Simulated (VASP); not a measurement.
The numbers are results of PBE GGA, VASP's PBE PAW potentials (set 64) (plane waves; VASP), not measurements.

VASP input:

File KPOINTS:
```
Automatic
0
G
  1 3 3
0 0 0
```

File POSCAR:
```
SnSe
1
   11.6872290000     0.0000000000     0.0000000000
    0.0000000000     4.1343040000     0.0000000000
    0.0000000000     0.0000000000     4.7100860000
Sn Se
4 4
Direct
  0.6187900000   0.7500000000   0.3765500000
  0.3812100000   0.2500000000   0.6234500000
  0.8812100000   0.2500000000   0.8765500000
  0.1187900000   0.7500000000   0.1234500000
  0.1485500000   0.2500000000   0.5091800000
  0.8514500000   0.7500000000   0.4908200000
  0.3514500000   0.7500000000   0.0091800000
  0.6485500000   0.2500000000   0.9908200000
```

**INCAR**
```
! general
SYSTEM  = SnSe
PREC    = Accurate
ENCUT   = 300
LREAL   = .FALSE.   ! projection in real space or not
LASPH   = .TRUE.   ! aspherical one-centre terms

! electronic loop
EDIFF   = 1E-6
NELM    = 100   ! most electronic steps
ALGO    = Normal
LMAXMIX = 4   ! l cut-off of mixed one-centre charges

! smearing
ISMEAR  = 0   ! Gaussian
SIGMA   = 0.01

! functional
GGA     = PE   ! PBE

! ions
ISIF    = 2   ! forces and stress, cell fixed

! output
LWAVE   = .FALSE.
LCHARG  = .FALSE.
```

POTCAR, in this order: Sn_d Se (PBE.64 set). Program: vasp_std.

Output of the run:

OSZICAR:
```
       N       E                     dE             d eps       ncg     rms          rms(c)
DAV:   1     0.698068180436E+03    0.69807E+03   -0.27941E+04   400   0.152E+03
DAV:   2     0.733231308215E+02   -0.62475E+03   -0.60644E+03   392   0.451E+02
DAV:   3    -0.277758810943E+02   -0.10110E+03   -0.97217E+02   464   0.170E+02
DAV:   4    -0.330842300164E+02   -0.53083E+01   -0.52043E+01   448   0.408E+01
DAV:   5    -0.332508075083E+02   -0.16658E+00   -0.16640E+00   472   0.727E+00    0.648E+00
DAV:   6    -0.323837257011E+02    0.86708E+00   -0.18478E+00   544   0.582E+00    0.409E+00
DAV:   7    -0.323755397343E+02    0.81860E-02   -0.64023E-01   488   0.254E+00    0.167E+00
DAV:   8    -0.323749834338E+02    0.55630E-03   -0.61103E-02   504   0.153E+00    0.351E-01
DAV:   9    -0.323753469257E+02   -0.36349E-03   -0.85217E-03   456   0.607E-01    0.124E-01
DAV:  10    -0.323755188591E+02   -0.17193E-03   -0.90333E-04   456   0.136E-01    0.694E-02
DAV:  11    -0.323756050421E+02   -0.86183E-04   -0.30633E-04   496   0.887E-02    0.212E-02
DAV:  12    -0.323755909655E+02    0.14077E-04   -0.50783E-05   480   0.332E-02    0.794E-03
DAV:  13    -0.323755927457E+02   -0.17803E-05   -0.75422E-06   368   0.130E-02    0.261E-03
DAV:  14    -0.323755926748E+02    0.70946E-07   -0.70349E-07   288   0.738E-03
   1 F= -.32375593E+02 E0= -.32375593E+02  d E =-.144822E-55
```

**OUTCAR**
```
------------------------ aborting loop because EDIFF is reached ----------------------------------------
  FORCE on cell =-STRESS in cart. coord.  units (eV):
  Direction    XX          YY          ZZ          XY          YZ          ZX
  --------------------------------------------------------------------------------------
  Total        2.1834317      2.6942444     -0.0041772      0.0000000      0.0000000      0.0000000
  in kB       15.3711864     18.9672676     -0.0294072      0.0000000      0.0000000      0.0000000
  external PRESSURE =      11.4363489 kB  Pullay stress =       0.0000000 kB
  volume of cell :      227.58
      direct lattice vectors                 reciprocal lattice vectors
    11.687229000  0.000000000  0.000000000     0.085563481  0.000000000  0.000000000
     0.000000000  4.134304000  0.000000000     0.000000000  0.241878681  0.000000000
     0.000000000  0.000000000  4.710086000     0.000000000  0.000000000  0.212310348
 POSITION                                       TOTAL-FORCE (eV/Angst)
 -----------------------------------------------------------------------------------
      7.23194      3.10073      1.77358         0.044616     -0.000000      0.018146
      4.45529      1.03358      2.93650        -0.044616      0.000000     -0.018146
     10.29890      1.03358      4.12863        -0.044616     -0.000000      0.018146
      1.38833      3.10073      0.58146         0.044616      0.000000     -0.018146
      1.73614      1.03358      2.39828        -0.120152     -0.000000     -0.075966
      9.95109      3.10073      2.31180         0.120152     -0.000000      0.075966
      4.10748      3.10073      0.04324         0.120152      0.000000     -0.075966
      7.57975      1.03358      4.66685        -0.120152     -0.000000      0.075966
 -----------------------------------------------------------------------------------
    total drift:                                0.000000      0.000000      0.000000
  FREE ENERGIE OF THE ION-ELECTRON SYSTEM (eV)
  ---------------------------------------------------
  free  energy   TOTEN  =       -32.3755926748 eV

  energy  without entropy=      -32.3755926748  energy(sigma->0) =      -32.37559267
```
(Selected blocks of OUTCAR.)

At this cut-off the stress carries a Pulay error, which pulls relaxed volumes low.

The structure comes from a computed database's SnSe entry (Pnma); how it stands against other phases isn't given here. The cell was not relaxed at this level, and its volume differs by -5.9 % from the start's. The k-mesh is coarse (spacing up to 0.54 per Å, 2π included), so the numbers may not be converged in it.
